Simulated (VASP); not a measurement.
Calculation: PBE GGA with D3 dispersion (Becke-Johnson damping), VASP's PBE PAW potentials (set 64) (plane waves; VASP).

A VASP calculation is set up with these files.

KPOINTS:
```
k-points along high-symmetry lines
15
Line-mode
Reciprocal
  0.000000   0.000000   0.000000 ! GAMMA
 -0.500000  -0.500000   0.000000 ! X

 -0.500000  -0.500000   0.000000 ! X
 -0.375000  -0.375000   0.250000 ! U

 -0.375000  -0.000000   0.375000 ! K
  0.000000   0.000000   0.000000 ! GAMMA

  0.000000   0.000000   0.000000 ! GAMMA
  0.000000   0.000000   0.500000 ! L

  0.000000   0.000000   0.500000 ! L
 -0.500000  -0.250000   0.250000 ! W

 -0.500000  -0.250000   0.250000 ! W
 -0.500000  -0.500000   0.000000 ! X
```

**POSCAR**
```
CdS
1.0
  0.0000000000   2.9319969917   2.9319969917
  2.9319969917   0.0000000000   2.9319969917
  2.9319969917   2.9319969917   0.0000000000
Cd S
1 1
Cartesian
  0.0000000000   0.0000000000   0.0000000000
  1.4659984959   1.4659984959   1.4659984959
```

INCAR:
```
LORBIT  =  11
LWAVE  =  .FALSE.
SYSTEM  =  CdS
GGA  =  PE   # PBE
IVDW  =  12   # D3, Becke-Johnson
PREC  =  Accurate
LCHARG  =  .FALSE.
SIGMA  =  0.05
ISMEAR  =  0
LASPH  =  .TRUE.
ALGO  =  Normal   # blocked Davidson
ICHARG  =  11
LMAXMIX  =  4   # l cut-off of mixed one-centre charges
LREAL  =  .FALSE.   # projection in real space or not
ENCUT  =  520
NELM  =  100   # most electronic steps
EDIFF  =  1E-7   # SCF stop (eV)
```

POTCAR, in this order: Cd S (PBE.64 set). Program: vasp_std. Read from the step before: CHGCAR.

What VASP printed:

File OSZICAR:
```
       N       E                     dE             d eps       ncg     rms          rms(c)
DAV:   1     0.108998315544E+03    0.10900E+03   -0.93067E+03  2388   0.126E+03
DAV:   2    -0.820553798548E+00   -0.10982E+03   -0.10517E+03  2685   0.298E+02
DAV:   3    -0.534153733439E+01   -0.45210E+01   -0.44776E+01  2810   0.623E+01
DAV:   4    -0.537340066098E+01   -0.31863E-01   -0.31853E-01  2625   0.512E+00
DAV:   5    -0.537384587738E+01   -0.44522E-03   -0.44521E-03  2765   0.586E-01
DAV:   6    -0.537385536525E+01   -0.94879E-05   -0.94879E-05  2735   0.795E-02
DAV:   7    -0.537385561595E+01   -0.25070E-06   -0.25069E-06  2770   0.117E-02
DAV:   8    -0.537385562296E+01   -0.70072E-08   -0.70025E-08  2159   0.188E-03
   1 F= -.59762433E+01 E0= -.59762433E+01  d E =-.323105E-11
```

**OUTCAR**
```
 val. band max:        1.1788857024   @ k =   0.0000   0.0000   0.0000

 cond. band min:       2.2937785960   @ k =   0.0000   0.0000   0.0000



 k-point     1 :       0.0000    0.0000    0.0000
  band No.  band energies     occupation
      1     -11.0944      2.00000
      2      -6.4924      2.00000
      3      -6.4924      2.00000
      4      -6.4924      2.00000
      5      -6.0340      2.00000
      6      -6.0340      2.00000
      7       1.1789      2.00000
      8       1.1789      2.00000
      9       1.1789      2.00000
     10       2.2938      0.00000
     11       7.7286      0.00000
     12       7.7286      0.00000
     13       7.7286      0.00000

 k-point     2 :      -0.0357   -0.0357    0.0000
  band No.  band energies     occupation
      1     -11.0876      2.00000
      2      -6.4890      2.00000
      3      -6.4889      2.00000
      4      -6.4889      2.00000
      5      -6.0354      2.00000
      6      -6.0330      2.00000
      7       1.0292      2.00000
      8       1.1507      2.00000
      9       1.1507      2.00000
     10       2.4543      0.00000
     11       7.6597      0.00000
     12       7.7669      0.00000
     13       7.7669      0.00000

 k-point     3 :      -0.0714   -0.0714    0.0000
  band No.  band energies     occupation
      1     -11.0675      2.00000
      2      -6.4786      2.00000
      3      -6.4783      2.00000
      4      -6.4783      2.00000
      5      -6.0395      2.00000
      6      -6.0299      2.00000
      7       0.7112      2.00000
      8       1.0689      2.00000
      9       1.0689      2.00000
     10       2.8032      0.00000
     11       7.4711      0.00000
     12       7.8794      0.00000
     13       7.8794      0.00000

 k-point     4 :      -0.1071   -0.1071    0.0000
  band No.  band energies     occupation
      1     -11.0350      2.00000
      2      -6.4610      2.00000
      3      -6.4610      2.00000
      4      -6.4608      2.00000
...
```

The density is held fixed in this step, so its total energy and stress have no physical meaning.

The compound is CdS in the zinc blende structure, a metastable form; wurtzite is the usual one. It was relaxed first.
